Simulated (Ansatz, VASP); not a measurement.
**Cross-check of TiO2 (amorphous TiO2) between VASP and Ansatz**

Wanted: the spread between two codes on one cell, functional and k mesh. The structure shown is the start of the Ansatz relaxation below; VASP solves that cell, so the two are compared at the walk's first step.

Program: Ansatz 0.2.0. Level of theory: plane waves, with VASP 6.6.1 beside it; single point at LDA. Results are calculated unless marked as measured.

## Step 1: Set-up

The cell holds 84 atoms: 28 Ti and 56 O. Its edges and angles: a = 10.458 Å, b = 10.458 Å, c = 10.458 Å, α = 90.0°, β = 90.0°, γ = 90.0°. As first built, before any earlier steps moved the atoms (in the runner's words): 84 atoms (28 Ti, 56 O) placed at random at 3.55 g/cm^3, melted at 5000 K for 10 ps at fixed volume with the Morse and Coulomb pair potential with partial charges (Pedone, Malavasi, Menziani, Cormack and Segre, J. Phys. Chem. B 110, 11780 (2006)). Quenched from 5000 K to 300 K at 10 K/ps and fixed volume, held 10 ps at zero pressure. The cell carries charge +1.

## Step 2: Ansatz: relaxation, LDA

Ansatz runs on its default PAW (the set named soft_2) files.

The two programs are compared at the cell with which this relaxation starts, whose forces are those of its first step.

input.yaml reads:

```yaml
crystal:
  lattice:
    - [10.45772, 0.0, 0.0]
    - [0.0, 10.45772, 0.0]
    - [0.0, 0.0, 10.45772]
  atoms:
    - { symbol: Ti, position: [0.17836, 0.88524, 0.3777] }
    - { symbol: Ti, position: [0.37126, 0.20543, 0.54854] }
    - { symbol: Ti, position: [0.3546, 0.10727, 0.21544] }
    - { symbol: Ti, position: [0.65296, 0.88411, 0.91692] }
    - { symbol: Ti, position: [0.81714, 0.26056, 0.24819] }
    - { symbol: Ti, position: [0.04876, 0.68544, 0.71092] }
    - { symbol: Ti, position: [0.14009, 0.62834, 0.15974] }
    - { symbol: Ti, position: [0.06142, 0.12749, 0.53599] }
    - { symbol: Ti, position: [0.86814, 0.41786, 0.8443] }
    - { symbol: Ti, position: [0.25056, 0.37061, 0.32701] }
    - { symbol: Ti, position: [0.12244, 0.89883, 0.96588] }
    - { symbol: Ti, position: [0.35948, 0.43697, 0.93245] }
    - { symbol: Ti, position: [0.26342, 0.51842, 0.6179] }
    - { symbol: Ti, position: [0.09863, 0.25148, 0.04548] }
    - { symbol: Ti, position: [0.45748, 0.63034, 0.37295] }
    - { symbol: Ti, position: [0.87351, 0.68569, 0.95231] }
    - { symbol: Ti, position: [0.58635, 0.19609, 0.84159] }
    - { symbol: Ti, position: [0.54462, 0.96774, 0.41561] }
    - { symbol: Ti, position: [0.93969, 0.41574, 0.51513] }
    - { symbol: Ti, position: [0.63945, 0.42579, 0.01537] }
    - { symbol: Ti, position: [0.29684, 0.1233, 0.88962] }
    - { symbol: Ti, position: [0.39727, 0.69668, 0.04592] }
    - { symbol: Ti, position: [0.87578, 0.73404, 0.4549] }
    - { symbol: Ti, position: [0.86434, 0.93144, 0.17464] }
    - { symbol: Ti, position: [0.75606, 0.04082, 0.63459] }
    - { symbol: Ti, position: [0.63967, 0.70971, 0.68825] }
    - { symbol: Ti, position: [0.31784, 0.8443, 0.68955] }
    - { symbol: Ti, position: [0.64657, 0.42156, 0.52294] }
    - { symbol: O, position: [0.7034, 0.00522, 0.47562] }
    - { symbol: O, position: [0.73762, 0.74701, 0.54985] }
    - { symbol: O, position: [0.96304, 0.27842, 0.16561] }
    - { symbol: O, position: [0.99328, 0.34035, 0.92073] }
    - { symbol: O, position: [0.37168, 0.091, 0.03483] }
    - { symbol: O, position: [0.6298, 0.05925, 0.93225] }
    - { symbol: O, position: [0.59941, 0.53551, 0.40455] }
    - { symbol: O, position: [0.51152, 0.05793, 0.27095] }
    - { symbol: O, position: [0.08329, 0.52923, 0.61809] }
    - { symbol: O, position: [0.13148, 0.48447, 0.24913] }
    - { symbol: O, position: [0.06083, 0.00617, 0.41157] }
    - { symbol: O, position: [0.71522, 0.71754, 0.84708] }
    - { symbol: O, position: [0.22265, 0.70145, 0.72624] }
    - { symbol: O, position: [0.42082, 0.16976, 0.77173] }
    - { symbol: O, position: [0.93356, 0.58835, 0.81018] }
    - { symbol: O, position: [0.33354, 0.20392, 0.37494] }
    - { symbol: O, position: [0.27237, 0.96709, 0.25946] }
    - { symbol: O, position: [0.13218, 0.74045, 0.29608] }
    - { symbol: O, position: [0.47714, 0.783, 0.6983] }
    - { symbol: O, position: [0.25386, 0.94996, 0.82541] }
    - { symbol: O, position: [0.44825, 0.04933, 0.53422] }
    - { symbol: O, position: [0.98794, 0.65099, 0.07839] }
    - { symbol: O, position: [0.01273, 0.80203, 0.86557] }
    - { symbol: O, position: [0.79179, 0.34042, 0.4202] }
    - { symbol: O, position: [0.86148, 0.39093, 0.66442] }
    - { symbol: O, position: [0.27063, 0.37949, 0.51811] }
    - { symbol: O, position: [0.90303, 0.56755, 0.43637] }
    - { symbol: O, position: [0.1205, 0.09614, 0.96957] }
    - { symbol: O, position: [0.80462, 0.08832, 0.22276] }
    - { symbol: O, position: [0.24397, 0.29795, 0.9348] }
    - { symbol: O, position: [0.23047, 0.78677, 0.03705] }
    - { symbol: O, position: [0.51701, 0.31776, 0.54494] }
    - { symbol: O, position: [0.35087, 0.61916, 0.50824] }
    - { symbol: O, position: [0.99743, 0.77568, 0.57633] }
    - { symbol: O, position: [0.78733, 0.52655, 0.98149] }
    - { symbol: O, position: [0.40406, 0.69336, 0.2096] }
    - { symbol: O, position: [0.22418, 0.25111, 0.17807] }
    - { symbol: O, position: [0.49973, 0.32107, 0.95666] }
    - { symbol: O, position: [0.50683, 0.81815, 0.97698] }
    - { symbol: O, position: [0.21217, 0.14626, 0.61535] }
    - { symbol: O, position: [0.63589, 0.5395, 0.65761] }
    - { symbol: O, position: [0.92708, 0.08327, 0.63396] }
    - { symbol: O, position: [0.26043, 0.87142, 0.5311] }
    - { symbol: O, position: [0.67422, 0.17867, 0.69294] }
    - { symbol: O, position: [0.50389, 0.55039, 0.00014] }
    - { symbol: O, position: [0.37949, 0.46587, 0.30114] }
    - { symbol: O, position: [0.26481, 0.55471, 0.02888] }
    - { symbol: O, position: [0.85811, 0.82468, 0.30621] }
    - { symbol: O, position: [0.78674, 0.84581, 0.03372] }
    - { symbol: O, position: [0.69538, 0.91643, 0.73892] }
    - { symbol: O, position: [0.69455, 0.34428, 0.15711] }
    - { symbol: O, position: [0.34598, 0.47566, 0.76769] }
    - { symbol: O, position: [0.0197, 0.92993, 0.10669] }
    - { symbol: O, position: [0.51391, 0.79776, 0.40389] }
    - { symbol: O, position: [0.71622, 0.32792, 0.88327] }
    - { symbol: O, position: [0.0421, 0.28591, 0.45978] }
total_charge: 1
kpoints:
  mp_grid: { grid: [1, 1, 1] }
hamiltonian:
  xc: lda
scf:
  occupations: { method: fermi_dirac, width: 0.01 }
  lower_state_search: "off"
output:
  forces: true
magnetization:
  spin_polarized: true
  initial_magnetization: 1
relax:
  f_tol: 0.05
  max_steps: 90
```

Started as:

```console
$ ansatz run input.yaml --threads 4 --pin off --max-ram 8192MiB --backend cpu --events-out ev --progress --plain --runs-dir out
```

Numbers of over 12 decimals in the logs are rounded to 6 here.

What it wrote:

```text
Engine: ansatz 0.2.0, x86_64-unknown-linux-gnu
Pseudopotentials: kind: paw
Pseudopotential: Ti, paw, valence charge 12, recommended cutoff 420 eV (normal), Ti.paw.azcp
Pseudopotential: O, paw, valence charge 6, recommended cutoff 420 eV (normal), O.paw.azcp
Functional definition: SPW92
  exchange = slater_x
  correlation = pw_c
Crystal: 84 atoms, lattice volume = 1143.697 Å³
Basis set: ecut = 420 eV, 22335 PW (Γ)
Bands: 420, of which v1, the nominal top of the filled ones, is band 336 counted from 1 (335 counted from 0)
Symmetry: 1 space group operations
Space group: P1 (ITA 1), of the structure as read, at distance tolerance 1.0e-4 Å
Magnetic group: BNS 1.1 (UNI 1), of the structure as read, at distance tolerance 1.0e-4 Å
k-points: 1
Non-local potential: Ti, projectors of the file, l = 0: 3, l = 1: 2, l = 2: 3, l = 3: 1
Non-local potential: O, projectors of the file, l = 0: 2, l = 1: 2, l = 2: 1
PAW form: soft (Blöchl's): semilocal exchange-correlation on the pseudo side does not see the compensation charge
PAW frozen core: Ti, regenerated for the run's functional, and the local potential with it (the file was generated under x = pbe(κ = 0.804, μ = 0.219515), c = pbe(β = 0.066725))
PAW frozen core: O, regenerated for the run's functional, and the local potential with it (the file was generated under x = pbe(κ = 0.804, μ = 0.219515), c = pbe(β = 0.066725))
PAW one-centre angular grid: Ti, 590 points (default); XC on 64 Gauss nodes
PAW one-centre angular grid: O, 110 points (default); XC on 64 Gauss nodes
Initial density: superposition of atomic densities (chi_scale 0.1, normalization cell, long waves kept (reshape's long-wave potential 0.17 eV rms))
Starting moments: Σ|m| = 1 μB on 84 of 84 sites
Initial wavefunctions: pseudopotential atomic-orbital guess
Functional: x = slater, c = lda
SCF iter   1: F=—  HF=-99829.702173 eV  |F-HF|=—  |Δ(HF+E_count)|=         —  Δρ=2.95e-2 (↑2.81e-2 ↓2.95e-2)  dr2=5.15e1  dr2_m=1.13e-1  M=1.000 μB ∫|m|=1.059 μB  β_m=1.00  ethr=3.10e-3  ⟨swp⟩=5.0  Hψ=3044  notcnv=0  defer=110
preconditioner: auto → Resta (q_TF=auto, 2.496 Å⁻¹)  ε∞=7.0  [insulator: Δε(μ)=0.111 eV  Ē_g=9.498 eV  σ=0.010 eV  W_gap=0.99  n_scr=304 (ndim 8)  ℏωp=23.2 eV  f_vac=0.055  D(μ)=0.78/eV (n_scr^D=0)  ε∞_Penn≈7.0]
spin=Collinear: Resta preconditioning applied to the charge; magnetization (m = ρ↑ − ρ↓) channel mixes plain (no charge-response kernel on spin).
SCF iter   2: F=—  HF=-99821.838682 eV  |F-HF|=—  |Δ(HF+E_count)|=         —  Δρ=2.02e-2 (↑2.01e-2 ↓2.02e-2)  dr2=2.57e1  dr2_m=1.32e-2  M=0.970 μB ∫|m|=1.125 μB  β_m=0.30  ethr=3.10e-3  ⟨swp⟩=2.0  Hψ=980  notcnv=0  defer=154
Mixer restart at iter 2: flushing history
SCF iter   3: F=—  HF=-99818.175563 eV  |F-HF|=—  |Δ(HF+E_count)|=    3.66e0  Δρ=1.51e-2 (↑1.50e-2 ↓1.51e-2)  dr2=1.49e1  dr2_m=4.32e-3  M=0.973 μB ∫|m|=1.151 μB  β_m=0.30  ethr=3.10e-3  ⟨swp⟩=2.0  Hψ=700  notcnv=0  defer=154
SCF iter   4: F=—  HF=-99813.765442 eV  |F-HF|=—  |Δ(HF+E_count)|=    4.41e0  Δρ=9.34e-3 (↑6.15e-3 ↓9.34e-3)  dr2=3.03e0  dr2_m=1.02e-1  M=0.527 μB ∫|m|=0.780 μB  β_m=0.30  ethr=2.21e-3  ⟨swp⟩=4.0  Hψ=1340  notcnv=0  defer=154
SCF iter   5: F=—  HF=-99813.598216 eV  |F-HF|=—  |Δ(HF+E_count)|=   1.67e-1  Δρ=5.84e-3 (↑4.72e-3 ↓5.84e-3)  dr2=1.33e0  dr2_m=1.75e-2  M=0.996 μB ∫|m|=1.168 μB  β_m=0.30  ethr=4.52e-4  ⟨swp⟩=2.0  Hψ=980  notcnv=0  defer=154
SCF iter   6: F=—  HF=-99813.455728 eV  |F-HF|=—  |Δ(HF+E_count)|=   1.42e-1  Δρ=3.45e-3 (↑2.98e-3 ↓3.45e-3)  dr2=5.39e-1  dr2_m=6.60e-3  M=0.997 μB ∫|m|=1.174 μB  β_m=0.30  ethr=1.98e-4  ⟨swp⟩=2.0  Hψ=706  notcnv=0  defer=154
SCF iter   7: F=—  HF=-99813.440630 eV  |F-HF|=—  |Δ(HF+E_count)|=   1.51e-2  Δρ=5.32e-3 (↑1.55e-3 ↓5.32e-3)  dr2=6.53e-1  dr2_m=6.88e-2  M=0.955 μB ∫|m|=1.172 μB  β_m=0.30  ethr=8.03e-5  ⟨swp⟩=6.5  Hψ=1323  notcnv=0  defer=154
SCF iter   8: F=—  HF=-99813.456080 eV  |F-HF|=—  |Δ(HF+E_count)|=   1.54e-2  Δρ=3.18e-3 (↑1.35e-3 ↓3.18e-3)  dr2=2.94e-1  dr2_m=1.77e-2  M=0.998 μB ∫|m|=1.206 μB  β_m=0.30  ethr=8.03e-5  ⟨swp⟩=4.0  Hψ=1040  notcnv=0  defer=154
SCF iter   9: F=—  HF=-99813.455383 eV  |F-HF|=—  |Δ(HF+E_count)|=   6.97e-4  Δρ=2.01e-3 (↑9.93e-4 ↓2.01e-3)  dr2=1.34e-1  dr2_m=5.65e-3  M=0.999 μB ∫|m|=1.215 μB  β_m=0.30  ethr=4.38e-5  ⟨swp⟩=3.5  Hψ=1000  notcnv=0  defer=149
Mixer restart at iter 9: flushing history
spin-set hold released at iteration 9 (site moments contracting): the magnetisation degrees of freedom join the quasi-Newton model from the next iteration; the mixer history was flushed
SCF iter  10: F=—  HF=-99813.464746 eV  |F-HF|=—  |Δ(HF+E_count)|=   9.36e-3  Δρ=5.55e-3 (↑7.43e-4 ↓5.55e-3)  dr2=6.38e-1  dr2_m=7.71e-2  M=0.989 μB ∫|m|=1.234 μB  β_m=0.14  ethr=2.00e-5  ⟨swp⟩=4.0  Hψ=1053  notcnv=0  defer=149  recentre
[...]
atom  53  O      0.00321169    -0.00354244     0.00289889
  atom  54  O      0.00113566    -0.00486890    -0.01202312
  atom  55  O     -0.01205447     0.00234407     0.00447832
  atom  56  O     -0.00380393    -0.00077934     0.00172775
  atom  57  O     -0.00245261     0.01746553     0.00167074
  atom  58  O     -0.00708179    -0.00104073     0.00163314
  atom  59  O      0.00805239    -0.00279028     0.00199865
  atom  60  O      0.00379395     0.00620897    -0.00064120
  atom  61  O      0.00114738    -0.00558897    -0.00525063
  atom  62  O     -0.00301407    -0.00573160    -0.00340096
  atom  63  O     -0.00497153    -0.00200540     0.00631442
  atom  64  O      0.00679038     0.00615933    -0.00238744
  atom  65  O     -0.00003357     0.00812208     0.00014826
  atom  66  O     -0.00350644    -0.00370531    -0.00337143
  atom  67  O     -0.01193502    -0.00581109     0.00474875
  atom  68  O      0.00400137     0.00112357    -0.00058376
  atom  69  O      0.00285478    -0.02598739    -0.00681950
  atom  70  O     -0.00040126     0.00469737    -0.00675739
  atom  71  O      0.00122545    -0.00174461     0.00292136
  atom  72  O     -0.00567107     0.00983347     0.00897722
  atom  73  O     -0.00724586     0.00448191     0.00180453
  atom  74  O      0.00040737    -0.00299106    -0.00167193
  atom  75  O      0.00136585     0.01051459     0.00589233
  atom  76  O      0.00049933    -0.00727725     0.00750311
  atom  77  O     -0.00060111    -0.00507808    -0.00650600
  atom  78  O      0.00083242    -0.00398629     0.00807590
  atom  79  O      0.00800956    -0.01043544     0.01016165
  atom  80  O      0.00268663     0.00014288    -0.00557393
  atom  81  O      0.01029945    -0.00156181    -0.00228860
  atom  82  O      0.00210933    -0.00814261     0.00120665
  atom  83  O     -0.00339031    -0.00452236    -0.00133038
  atom  84  O     -0.00430918    -0.00030739    -0.00404070
  max |Σ_I F_I| component: 5.17e-5 eV/Å
--- Relaxed structure (13 steps of the walk, 10 accepted, 0 SCFs on fresh bases) ---
  F+E_penalty+E_count = -99813.75192389 eV   max|allowed force component| = 2.795e-2 eV/Å
  atoms:
    - { symbol: Ti, position: [0.177067, 0.884880, 0.382606] }
    - { symbol: Ti, position: [0.374171, 0.203181, 0.559807] }
    - { symbol: Ti, position: [0.352788, 0.105247, 0.220365] }
    - { symbol: Ti, position: [0.652010, 0.882823, 0.914418] }
    - { symbol: Ti, position: [0.817304, 0.261950, 0.246225] }
    - { symbol: Ti, position: [0.050581, 0.686263, 0.709393] }
    - { symbol: Ti, position: [0.142280, 0.639002, 0.155635] }
    - { symbol: Ti, position: [0.063244, 0.133676, 0.532617] }
    - { symbol: Ti, position: [0.869996, 0.416945, 0.841687] }
    - { symbol: Ti, position: [0.230173, 0.352979, 0.339863] }
    - { symbol: Ti, position: [0.121627, 0.898879, 0.964313] }
    - { symbol: Ti, position: [0.360911, 0.436837, 0.935029] }
    - { symbol: Ti, position: [0.264660, 0.517708, 0.621618] }
    - { symbol: Ti, position: [0.097024, 0.250396, 0.044620] }
    - { symbol: Ti, position: [0.450474, 0.633761, 0.374291] }
    - { symbol: Ti, position: [0.871598, 0.684077, 0.949143] }
    - { symbol: Ti, position: [0.586366, 0.196844, 0.840382] }
    - { symbol: Ti, position: [0.544190, 0.967068, 0.417190] }
    - { symbol: Ti, position: [0.941584, 0.418263, 0.511361] }
    - { symbol: Ti, position: [0.640375, 0.425435, 0.014580] }
    - { symbol: Ti, position: [0.297287, 0.123160, 0.893456] }
    - { symbol: Ti, position: [0.397535, 0.695279, 0.046567] }
    - { symbol: Ti, position: [0.880640, 0.736766, 0.451649] }
    - { symbol: Ti, position: [0.863172, 0.932302, 0.170972] }
    - { symbol: Ti, position: [0.757985, 0.041165, 0.632689] }
    - { symbol: Ti, position: [0.642741, 0.712394, 0.683744] }
    - { symbol: Ti, position: [0.319793, 0.843358, 0.692117] }
    - { symbol: Ti, position: [0.644478, 0.420855, 0.516690] }
    - { symbol: O, position: [0.702763, 0.00679341, 0.474442] }
    - { symbol: O, position: [0.742916, 0.750376, 0.546397] }
    - { symbol: O, position: [0.962726, 0.285560, 0.165429] }
    - { symbol: O, position: [0.993317, 0.337758, 0.919137] }
    - { symbol: O, position: [0.370386, 0.091001, 0.039119] }
    - { symbol: O, position: [0.626668, 0.057647, 0.928680] }
    - { symbol: O, position: [0.583375, 0.523501, 0.393537] }
    - { symbol: O, position: [0.511182, 0.058185, 0.274070] }
    - { symbol: O, position: [0.085325, 0.530248, 0.616999] }
    - { symbol: O, position: [0.145912, 0.486467, 0.247844] }
    - { symbol: O, position: [0.063085, 0.010340, 0.411785] }
    - { symbol: O, position: [0.714744, 0.714994, 0.844665] }
    - { symbol: O, position: [0.223724, 0.701090, 0.729759] }
    - { symbol: O, position: [0.418343, 0.172722, 0.770328] }
    - { symbol: O, position: [0.933973, 0.588608, 0.807945] }
    - { symbol: O, position: [0.333478, 0.202932, 0.380137] }
    - { symbol: O, position: [0.274944, 0.962816, 0.265331] }
    - { symbol: O, position: [0.126758, 0.742517, 0.297147] }
    - { symbol: O, position: [0.480410, 0.783687, 0.697851] }
    - { symbol: O, position: [0.256993, 0.949236, 0.828664] }
    - { symbol: O, position: [0.448537, 0.047413, 0.537209] }
    - { symbol: O, position: [0.991016, 0.651347, 0.077798] }
    - { symbol: O, position: [0.012784, 0.802058, 0.864499] }
    - { symbol: O, position: [0.794895, 0.340714, 0.419066] }
[...]
- { symbol: O, position: [0.786011, 0.845165, 0.030252] }
    - { symbol: O, position: [0.699327, 0.914882, 0.737077] }
    - { symbol: O, position: [0.693720, 0.345436, 0.156565] }
    - { symbol: O, position: [0.348168, 0.475149, 0.771024] }
    - { symbol: O, position: [0.019020, 0.930902, 0.103913] }
    - { symbol: O, position: [0.514317, 0.795331, 0.406060] }
    - { symbol: O, position: [0.716301, 0.329560, 0.879967] }
    - { symbol: O, position: [0.056328, 0.296224, 0.448844] }
```

[end of part 1 of 2]

[Lines on the potential files, build, host, timing and source positions are cut from VASP's logs without a mark.]

[Logs are printed without paths, hosts, clocks, repeated set-up lines and the standing remarks that a program may print on its own settings, such as how far it seeks lower states.]

[Hosts, paths, dates, database ids (printed as entryN), source tags and the programs' standing remarks are cut or masked in the printed files.]
